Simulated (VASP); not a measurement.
VASP ran on this input.

KPOINTS:
```
Automatic mesh
0
Gamma
8 8 8
0 0 0
```

File POSCAR:
```
Rb(PIr)2
1
   -2.0201060000     2.0201060000     7.0312910000
    2.0201060000    -2.0201060000     7.0312910000
    2.0201060000     2.0201060000    -7.0312910000
Rb P Ir
1 2 2
Direct
 -0.0071440000   0.0099580000   0.0019960000
  0.3412130000   0.3433920000   0.0073950000
  0.6669000000   0.6469550000   0.0021140000
  0.7504580000   0.2508460000   0.4888290000
  0.2485740000   0.7488490000   0.4996650000
```

INCAR:
```
SYSTEM = Rb(PIr)2
PREC = Accurate; ENCUT = 300; LREAL = F
LASPH = T
EDIFF = 1E-6; NELM = 100; ALGO = Normal
LMAXMIX = 6
ISMEAR = -1; SIGMA = 0.1
GGA = PS
ISIF = 2
LWAVE = F; LCHARG = F
```

POTCAR, in this order: Rb_sv P Ir (PBE.64 set). Program: vasp_std.

Write an equivalent input for Ansatz.

One equivalent input (not run):
Ansatz 0.2 input:
```yaml
crystal:
  lattice:
    - [-2.0201060, 2.0201060, 7.0312910]
    - [2.0201060, -2.0201060, 7.0312910]
    - [2.0201060, 2.0201060, -7.0312910]
  atoms:
    - { symbol: Rb, position: [-0.0071440, 0.0099580, 0.0019960] }
    - { symbol: P, position: [0.3412130, 0.3433920, 0.0073950] }
    - { symbol: P, position: [0.6669000, 0.6469550, 0.0021140] }
    - { symbol: Ir, position: [0.7504580, 0.2508460, 0.4888290] }
    - { symbol: Ir, position: [0.2485740, 0.7488490, 0.4996650] }
kpoints:
  mp_grid: { grid: [8, 8, 8] }
hamiltonian:
  xc: pbesol
  pseudopotentials: { kind: paw }
scf:
  occupations: { method: fermi_dirac, width: 0.1 }
  max_iter: 100
output: { forces: true, stress: true, eigenvalues: true }
```
What does not carry over: each code has its own PAW files, so the cut-off isn't converted (ENCUT is set for VASP's; basis.ecutwfc is left out, and Ansatz then takes the one that its files recommend); Ansatz stops its SCF on the density residual and VASP on the energy change (EDIFF).

The structure comes from a computed database's Ir2RbP2 entry; how it stands against other phases isn't given here. The cell was not relaxed at this level.
